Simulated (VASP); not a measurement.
These are PBEsol GGA, VASP's PBE PAW potentials (set 64) (plane waves; VASP) values and carry that method's errors.

VASP ran on this input.

POSCAR:
```
MoTe2
1.0
  3.4955643518   0.0000000000   0.0000000000
 -1.7477821759   3.0272471166   0.0000000000
  0.0000000000   0.0000000000  13.9893468106
Te Mo
4 2
Cart
  1.7477839237   1.0090813631   5.3019624412
 -0.0000017478   2.0181657535  12.2966358465
 -0.0000017478   2.0181657535   8.6873843694
  1.7477839237   1.0090813631   1.6927109641
  1.7477839237   1.0090813631  10.4920101080
 -0.0000017478   2.0181657535   3.4973367027
```

**INCAR**
```
SYSTEM = MoTe2
PREC = Normal
ENCUT = 400
EDIFF = 1E-5
NELM = 100
ALGO = Fast
LREAL = .FALSE.
LASPH = .TRUE.
ISMEAR = 0
SIGMA = 0.05
GGA = PS
LMAXMIX = 4
LWAVE = .FALSE.
LCHARG = .FALSE.
NELMIN = 4
IBRION = 2
ISIF = 2
NSW = 20
EDIFFG = -0.03
```

### KPOINTS
```
kpoints
0
Gamma
 10 10 3
0 0 0
```

POTCAR, in this order: Te Mo_sv (PBE.64 set). Program: vasp_std.

Output of the run:

### OUTCAR
```
 ion  position               nearest neighbor table
   1  0.667  0.333  0.379-   6 2.71   6 2.71   6 2.71   4 3.61
   2  0.333  0.667  0.879-   5 2.71   5 2.71   5 2.71   3 3.61
   3  0.333  0.667  0.621-   5 2.71   5 2.71   5 2.71   2 3.61
   4  0.667  0.333  0.121-   6 2.71   6 2.71   6 2.71   1 3.61
   5  0.667  0.333  0.750-   2 2.71   3 2.71   2 2.71   3 2.71   2 2.71   3 2.71
   6  0.333  0.667  0.250-   1 2.71   4 2.71   1 2.71   4 2.71   1 2.71   4 2.71
  LATTYP: Found a hexagonal cell.
 ALAT       =     3.4955643518
 C/A-ratio  =     4.0020281141
 Subroutine PRICEL returns:
 Original cell was already a primitive cell.
 Subroutine GETGRP returns: Found 24 space group operations
The static configuration has the point symmetry D_3d.
 The point group associated with its full space group is D_6h.
The dynamic configuration has the point symmetry D_3d.
 Subroutine INISYM returns: Found 24 space group operations
 Subroutine IBZKPT returns following result:
 Found     28 irreducible k-points:

 Following reciprocal coordinates:
            Coordinates               Weight
  0.000000  0.000000  0.000000      1.000000
  0.100000  0.000000  0.000000      6.000000
  0.200000  0.000000  0.000000      6.000000
  0.300000  0.000000  0.000000      6.000000
  0.400000  0.000000  0.000000      6.000000
  0.500000  0.000000  0.000000      3.000000
  0.100000  0.100000  0.000000      6.000000
  0.200000  0.100000  0.000000     12.000000
  0.300000  0.100000  0.000000     12.000000
  0.400000  0.100000  0.000000     12.000000
  0.200000  0.200000  0.000000      6.000000
  0.300000  0.200000  0.000000     12.000000
  0.400000  0.200000  0.000000      6.000000
  0.300000  0.300000  0.000000      6.000000
  0.000000  0.000000  0.333333      2.000000
  0.100000  0.000000  0.333333     12.000000
  0.200000  0.000000  0.333333     12.000000
  0.300000  0.000000  0.333333     12.000000
...
```

**OSZICAR**
```
       N       E                     dE             d eps       ncg     rms          rms(c)
DAV:   1     0.340885047713E+03    0.34089E+03   -0.24270E+04  2104   0.122E+03
DAV:   2    -0.206323254404E+02   -0.36152E+03   -0.35428E+03  2203   0.315E+02
DAV:   3    -0.402964445198E+02   -0.19664E+02   -0.19362E+02  2135   0.625E+01
DAV:   4    -0.408409183351E+02   -0.54447E+00   -0.54225E+00  2176   0.104E+01
DAV:   5    -0.408585245094E+02   -0.17606E-01   -0.17598E-01  2271   0.186E+00    0.235E+01
RMM:   6    -0.397819383253E+02    0.10766E+01   -0.71760E+00  1794   0.128E+01    0.886E+00
RMM:   7    -0.394830548621E+02    0.29888E+00   -0.19291E+00  1750   0.515E+00    0.521E+00
RMM:   8    -0.393879590424E+02    0.95096E-01   -0.60749E-01  1745   0.407E+00    0.861E-01
RMM:   9    -0.393988138008E+02   -0.10855E-01   -0.15232E-01  1921   0.132E+00    0.634E-01
RMM:  10    -0.393946388529E+02    0.41749E-02   -0.34747E-02  1771   0.868E-01    0.194E-01
RMM:  11    -0.393942919478E+02    0.34691E-03   -0.66558E-03  1810   0.367E-01    0.674E-02
RMM:  12    -0.393943590719E+02   -0.67124E-04   -0.18256E-03  2001   0.155E-01    0.459E-02
RMM:  13    -0.393943827407E+02   -0.23669E-04   -0.43459E-04  1889   0.670E-02    0.284E-02
RMM:  14    -0.393943856901E+02   -0.29494E-05   -0.71079E-05  1280   0.299E-02
   1 F= -.39394386E+02 E0= -.39394386E+02  d E =-.393944E+02
       N       E                     dE             d eps       ncg     rms          rms(c)
DAV:   1    -0.393944939182E+02   -0.11118E-03   -0.49794E-03  2051   0.262E-01    0.683E-02
RMM:   2    -0.393945041943E+02   -0.10276E-04   -0.17655E-04  1467   0.533E-02    0.279E-02
RMM:   3    -0.393945051861E+02   -0.99189E-06   -0.23534E-05  1139   0.219E-02    0.173E-02
RMM:   4    -0.393945042802E+02    0.90592E-06   -0.52250E-06   761   0.103E-02
   2 F= -.39394504E+02 E0= -.39394504E+02  d E =-.118590E-03
```

**OUTCAR**
```
------------------------ aborting loop because EDIFF is reached ----------------------------------------
  FORCE on cell =-STRESS in cart. coord.  units (eV):
  Direction    XX          YY          ZZ          XY          YZ          ZX
  --------------------------------------------------------------------------------------
  Total       -0.1897582     -0.1897582     -0.0922326      0.0000000     -0.0000000      0.0000000
  in kB       -2.0537550     -2.0537544     -0.9982342      0.0000000     -0.0000000      0.0000000
  external PRESSURE =      -1.7019145 kB  Pullay stress =       0.0000000 kB
  volume of cell :      148.03
      direct lattice vectors                 reciprocal lattice vectors
     3.495564352  0.000000000  0.000000000     0.286076839  0.165166562  0.000000000
    -1.747782176  3.027247117  0.000000000     0.000000000  0.330333125  0.000000000
     0.000000000  0.000000000 13.989346811     0.000000000  0.000000000  0.071482966
 POSITION                                       TOTAL-FORCE (eV/Angst)
 -----------------------------------------------------------------------------------
      1.74778      1.00908      5.30352         0.000000     -0.000000      0.007838
     -0.00000      2.01817     12.29820        -0.000000     -0.000000      0.007838
     -0.00000      2.01817      8.68582         0.000000      0.000000     -0.007838
      1.74778      1.00908      1.69115         0.000000      0.000000     -0.007838
      1.74778      1.00908     10.49201        -0.000000     -0.000000     -0.000000
     -0.00000      2.01817      3.49734         0.000000      0.000000     -0.000000
 -----------------------------------------------------------------------------------
    total drift:                               -0.001397      0.000807     -0.000029
  FREE ENERGIE OF THE ION-ELECTRON SYSTEM (eV)
  ---------------------------------------------------
  free  energy   TOTEN  =       -39.3945042802 eV

  energy  without entropy=      -39.3945042802  energy(sigma->0) =      -39.39450428

 reached required accuracy - stopping structural energy minimisation
```
(Selected blocks of OUTCAR.)

CONTCAR:
```
MoTe2
   1.00000000000000
     3.4955643518000001    0.0000000000000000    0.0000000000000000
    -1.7477821759000001    3.0272471165999999    0.0000000000000000
     0.0000000000000000    0.0000000000000000   13.9893468106000007
  Te              Mo
     4     2
Direct
     0.6666669999999968    0.3333330000000032    0.3791114793952455
     0.3333330000000032    0.6666669999999968    0.8791114793952455
     0.3333330000000032    0.6666669999999968    0.6208885206047545
     0.6666669999999968    0.3333330000000032    0.1208885206047545
     0.6666669999999968    0.3333330000000032    0.7500000000000000
     0.3333330000000032    0.6666669999999968    0.2500000000000000
```

Without a dispersion term in the relaxation, distances and binding between the weakly bound layers, chains or molecules are unreliable, and so is what depends on them.

The compound is MoTe2 in the 2H layered structure. This run relaxes the ions in a fixed cell. Symmetry was kept, so distortions that lower it aren't found.
